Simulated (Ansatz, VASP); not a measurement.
# Cross-check of KMgF3 between VASP and Ansatz, part 3 of 3

One calculation is typed for both programs; each brings its own data sets. How far apart do they land? The cell is taken from a series of runs on this material, whose earlier steps may have relaxed, scaled, displaced or heated it; both programs get it as it stands.

VASP 6.6.1 and Ansatz 0.2.0.

So far: Starting point; VASP: zone-centre phonons, PBEsol.

**3. Ansatz: zone-centre phonons, PBEsol**

Level of this step: Ansatz beside VASP: Kohn-Sham DFT, plane waves, PBEsol (Ansatz).

Ansatz runs on norm-conserving files, of PseudoDojo where its log says so.

The same cell, functional and mesh now go to Ansatz, which takes its cutoff from its data sets.

input.yaml reads:

```yaml
crystal:
  lattice:
    - [3.9887688568, 0.0, 0.0]
    - [0.0, 3.9887688568, 0.0]
    - [0.0, 0.0, 3.9887688568]
  atoms:
    - { symbol: K, position: [0.5, 0.5, 0.5] }
    - { symbol: Mg, position: [0.0, 0.0, 0.0] }
    - { symbol: F, position: [0.5, 0.0, 0.0] }
    - { symbol: F, position: [0.0, 0.5, 0.0] }
    - { symbol: F, position: [0.0, 0.0, 0.5] }
kpoints:
  mp_grid: { grid: [6, 6, 6] }
hamiltonian:
  xc: pbesol
  pseudopotentials: { kind: nc, accuracy: standard }
scf:
  occupations: { method: fixed }
output:
  eigenvalues: true
phonons:
  method: dfpt
  dielectric: true
  rigid_motions: translations
```

Launch:

```bash
$ ansatz run input.yaml --threads 4 --pin off --max-ram 14336MiB --backend cpu --events-out ev --progress --plain --runs-dir out
```

Numbers of over 12 decimals in the logs are rounded to 6 here.

Log:

```text
Engine: ansatz 0.2.0, aarch64-unknown-linux-gnu
Pseudopotentials: kind: nc
Pseudopotential: K, nc, valence charge 9, recommended cutoff 1006.821291 eV (normal), K.nc.azcp (PseudoDojo's, or run here from an input of PseudoDojo's; its table is named by hamiltonian.pseudopotentials.accuracy)
Pseudopotential: Mg, nc, valence charge 10, recommended cutoff 1142.878222 eV (normal), Mg.nc.azcp (PseudoDojo's, or run here from an input of PseudoDojo's; its table is named by hamiltonian.pseudopotentials.accuracy)
Pseudopotential: F, nc, valence charge 7, recommended cutoff 1142.878222 eV (normal), F.nc.azcp (PseudoDojo's, or run here from an input of PseudoDojo's; its table is named by hamiltonian.pseudopotentials.accuracy)
Functional definition: PBEsol
  exchange = pbesol_x
  correlation = pbesol_c
Crystal: 5 atoms, lattice volume = 63.462 Å³
Basis set: ecut = 1142.878222 eV, 5497 PW (Γ), exchange–correlation on 90×90×90 points (8 copies of the dense FFT grid, shifted against one another)
Bands: 25, of which v1, the nominal top of the filled ones, is band 20 counted from 1 (19 counted from 0)
Symmetry: 48 space group operations
k-points: 80 of 216 (irreducible under 2 space group operations, time reversal used)
Non-local potential: K, projectors of the file, l = 0: 2, l = 1: 2, l = 2: 2
Non-local potential: Mg, projectors of the file, l = 0: 2, l = 1: 2
Non-local potential: F, projectors of the file, l = 0: 2, l = 1: 2, l = 2: 1
Initial density: superposition of atomic densities (chi_scale 0.1, normalization cell, long waves kept (reshape's long-wave potential 0.00 eV rms))
Initial wavefunctions: pseudopotential atomic-orbital guess
Functional: x = pbesol(κ = 0.804, μ = 0.123457), c = pbesol(β = 0.046)
SCF iter   1: F=—  HF=-4448.821293 eV  |F-HF|=—  |Δ(HF+E_count)|=         —  Δρ=1.54e-1  dr2=1.11e1  ethr=3.10e-3  ⟨swp⟩=7.4  Hψ=9250  notcnv=0  defer=196
preconditioner: auto → Resta (q_TF=auto, 2.526 Å⁻¹)  ε∞=3.6  [insulator: Δε(μ)=4.745 eV  Ē_g=15.833 eV  n_scr=18 (ndim 8)  ℏωp=25.5 eV  f_vac=0.000  ε∞_Penn≈3.6]
SCF iter   2: F=—  HF=-4445.013949 eV  |F-HF|=—  |Δ(HF+E_count)|=    3.81e0  Δρ=4.53e-2  dr2=1.21e0  ethr=3.10e-3  ⟨swp⟩=4.4  Hψ=5133  notcnv=0  defer=193
SCF iter   3: F=—  HF=-4444.505166 eV  |F-HF|=—  |Δ(HF+E_count)|=   5.09e-1  Δρ=1.90e-2  dr2=2.66e-1  ethr=3.02e-3  ⟨swp⟩=3.2  Hψ=3492  notcnv=0  defer=178
SCF iter   4: F=—  HF=-4444.402414 eV  |F-HF|=—  |Δ(HF+E_count)|=   1.03e-1  Δρ=6.35e-3  dr2=1.46e-2  ethr=6.65e-4  ⟨swp⟩=3.8  Hψ=4575  notcnv=0  defer=211
SCF iter   5: F=—  HF=-4444.404717 eV  |F-HF|=—  |Δ(HF+E_count)|=   2.30e-3  Δρ=1.08e-3  dr2=3.16e-4  ethr=3.64e-5  ⟨swp⟩=3.3  Hψ=4128  notcnv=0  defer=222
SCF iter   6: F=—  HF=-4444.404876 eV  |F-HF|=—  |Δ(HF+E_count)|=   1.60e-4  Δρ=2.77e-4  dr2=1.49e-5  ethr=7.89e-7  ⟨swp⟩=2.0  Hψ=3719  notcnv=0  defer=228
SCF iter   7: F=—  HF=-4444.404885 eV  |F-HF|=—  |Δ(HF+E_count)|=   8.51e-6  Δρ=3.38e-5  dr2=5.08e-7  ethr=3.74e-8  ⟨swp⟩=2.2  Hψ=2968  notcnv=0  defer=194
SCF iter   8: F=—  HF=-4444.404777 eV  |F-HF|=—  |Δ(HF+E_count)|=   1.07e-4  Δρ=5.61e-6  dr2=1.66e-8  ethr=1.27e-9  ⟨swp⟩=2.0  Hψ=3340  notcnv=0  defer=170
SCF iter   9: F=—  HF=-4444.404777 eV  |F-HF|=—  |Δ(HF+E_count)|=   8.44e-9  Δρ=7.15e-7  dr2=3.51e-10  ethr=4.15e-11  ⟨swp⟩=2.5  Hψ=3562  notcnv=0  defer=170
SCF iter  10: F=-4444.404777 eV  HF=-4444.404777 eV  |F-HF|=5.46e-12  |Δ(HF+E_count)|=  1.47e-10  Δρ=2.17e-7  dr2=1.73e-11  ethr=1.00e-12  ⟨swp⟩=18.0  Hψ=16476  notcnv=0
SCF 1 converged in 10 iterations: F = -4444.404777 eV  dr2 = 1.73e-11
DFPT response loops at Γ: preconditioner auto → none (the input reference at scf.mixing.eps_inf says where Resta's filter doesn't serve); β = 0.50; Broyden in place of MSR1
SCF converged after 10 iterations
Free energy (F): -4444.404777 eV
Harris-Foulkes:  -4444.404777 eV  (|F-HF|=5.46e-12)
Internal energy: -4444.404777 eV  (E = F + TS)
E sigma→0 (E₀):  -4444.404777 eV
Fermi energy:    2.757411 eV
--- Per-component energies (eV) ---
  E_band       = -500.537972
  E_kinetic    = 2528.790059
  E_local      = -4164.300742  (includes V_loc(G=0)·N_el)
  E_nonlocal   = -594.496315
  E_hartree    = 1337.669991
  E_xc         = -832.387709
  E_vxc        = -945.871199  (∫ρ·V_xc dr)
  E_ewald      = -2719.680061
  E_smearing   = -0.000000  (= −TS)
  E_closure    = 0.000000  (closes the sum)
  Σ components = -4444.404777   (vs F -4444.404777, Δ=0.00e0)
--- Band table (eV; the first three rows and the last of 80) ---
  k-point 0: bands = [... 16 lower, 2.1298, 2.4295, 2.4295, 2.4295, 9.9066, 12.7329, 12.7329, 14.9008, ... 1 higher]
  k-point 1: bands = [... 16 lower, 2.0730, 2.1683, 2.3761, 2.3761, 10.3904, 12.9785, 13.0194, 15.0286, ... 1 higher]
  k-point 2: bands = [... 16 lower, 1.9541, 1.9541, 2.2722, 2.2722, 11.5699, 13.4637, 13.4982, 15.3210, ... 1 higher]
  k-point 79: bands = [... 16 lower, 1.6296, 2.7574, 2.7574, 2.7574, 13.0913, 13.0913, 13.0913, 16.5853, ... 1 higher]
--- Phonons (Γ-DFPT): 4 representative perturbations + reference, on 80 of 216 k-points (Σ response iterations 12) ---
  k mesh reduced under 2 symmetry operations, with k and −k counted as one. Each operation leaves every solved perturbation unchanged. A smaller set is not considered because the run solves the response to a homogeneous field
  ASR residual: 1.088e-2 → 0.000e0 eV/Å²; symmetrization residual: 7.759e-6 eV/Å²
  ASR residual per site (eV/Å²): 5.68e-5 1.09e-2 3.07e-4 3.07e-4 3.07e-4
  Γ frequencies (cm⁻¹): 0.00 0.00 0.00 142.71 142.71 142.71 180.76 180.76 180.76 281.53 281.53 281.53 462.51 462.51 462.51
  ε∞ (high-frequency dielectric tensor):
        2.115162    -0.000000     0.000000
       -0.000000     2.115162    -0.000000
       -0.000000     0.000000     2.115162
  ε⁰ (static dielectric tensor: ions relaxed, cell fixed):
        7.070957     0.000000     0.000000
        0.000000     7.070957     0.000000
        0.000000     0.000000     7.070957
  ε⁰ − ε∞ (ionic part):
        4.955795     0.000000     0.000000
        0.000000     4.955795     0.000000
        0.000000     0.000000     4.955795
  softest optical mode at Γ: 142.71 cm⁻¹; the repairs (sum rule, projections) moved no ω² at Γ by more than (11.11 cm⁻¹)²
  Born effective charges Z* (e; rows j = field, columns β = displacement):
    site 0:
         1.19038    0.00000    0.00000
        -0.00000    1.19038    0.00000
         0.00000    0.00000    1.19038
    site 1:
         2.00772    0.00000   -0.00000
         0.00000    2.00772    0.00000
         0.00000    0.00000    2.00772
    site 2:
        -1.28081    0.00000   -0.00000
         0.00000   -0.95864    0.00000
         0.00000    0.00000   -0.95864
    site 3:
        -0.95864   -0.00000    0.00000
        -0.00000   -1.28081    0.00000
         0.00000    0.00000   -0.95864
    site 4:
        -0.95864   -0.00000   -0.00000
         0.00000   -0.95864    0.00000
         0.00000    0.00000   -1.28081
  Z* charge neutrality: 2.231e-5 e pre-enforcement
  k-mesh period / interband length: 23.9 Å / 0.86 Å = 27.88 at k = (0.0000, 0.0000, 0.0000), direct gap 7.477 eV — 14 or more, which is no proof of convergence
  optical modes at Γ without the LO–TO term, one row a degenerate level:
      ω (cm⁻¹)  modes    IR ((D/Å)²/amu)
[...]
optical modes at Γ + LO–TO along q̂ = [1.0000, 0.0000, 0.0000]:
      ω (cm⁻¹)  modes    IR ((D/Å)²/amu)
[...]
optical modes at Γ + LO–TO along q̂ = [0.0000, 1.0000, 0.0000]:
      ω (cm⁻¹)  modes    IR ((D/Å)²/amu)
[...]
553.90      1             7.2572
  optical modes at Γ + LO–TO along q̂ = [0.0000, 0.0000, 1.0000]:
      ω (cm⁻¹)  modes    IR ((D/Å)²/amu)
        142.71      2             3.6830
        180.64      1             0.2879
        180.76      3             0.0000
        281.53      2             6.0696
        339.56      1             1.3414
        462.51      2             8.0204
        553.90      1             7.2572
```

**4. Comparison**

Known differences besides the potentials themselves: fixed occupations in Ansatz, narrow Gaussian smearing in VASP; the data sets hold 40 valence electrons in Ansatz (on norm-conserving files, of PseudoDojo where its log says so) and 32 in VASP; the cutoff is 1142.88 eV in Ansatz and 600 eV in VASP. Total energies have different zeros and are not compared.

The two programs side by side:

```
                                     quantity  Ansatz   VASP  difference
                                        ε∞ xx    2.12   2.10     +0.94 %
                                        ε∞ yy    2.12   2.10     +0.94 %
                                        ε∞ zz    2.12   2.10     +0.94 %
 Born charge of K1 (mean of the diagonal) (e)    1.19   1.19       +0.01
Born charge of Mg2 (mean of the diagonal) (e)    2.01   1.99       +0.01
 Born charge of F3 (mean of the diagonal) (e)   -1.07  -1.06       -0.01
                   optical mode 1 to 3 (cm⁻¹)   142.7  147.2     -3.03 %
                   optical mode 4 to 6 (cm⁻¹)   180.8  185.0     -2.29 %
                   optical mode 7 to 9 (cm⁻¹)   281.5  284.5     -1.04 %
                 optical mode 10 to 12 (cm⁻¹)   462.5  465.8     -0.70 %
```

Modes are paired by rising frequency, not by their patterns, so a pair may set unlike modes beside each other; they are those without the splitting of longitudinal modes.

**5. Summary of results**

```yaml
r_m_s_difference_of_the_optical_zone_centre_modes_each_program_s_sorted_by_frequency_zone_centre_phonons_pbesol: 3.8 cm⁻¹
difference_in_optical_mode_1_to_3_zone_centre_phonons_pbesol: -3.0 %
```

What this shows: The r.m.s. difference of the optical zone-centre modes, each program's sorted by frequency is 3.8 cm⁻¹ (zone-centre phonons, PBEsol). The data sets hold unlike numbers of valence electrons (40 in Ansatz and 32 in VASP), so part of the differences may come from the potentials. Among the rows given in per cent, the largest difference of the zone-centre phonons, PBEsol pair is in optical mode 1 to 3, -3.0 %. Such differences can come from data sets, numerical settings and the points named under the comparisons, not from the functional's error against experiment.

[Lines on the potential files, build, host, timing and source positions are cut from VASP's logs without a mark.]

[Logs are printed without paths, hosts, clocks, repeated set-up lines and the standing remarks that a program may print on its own settings, such as how far it seeks lower states.]

[Hosts, paths, dates, database ids (printed as entryN), source tags and the programs' standing remarks are cut or masked in the printed files.]
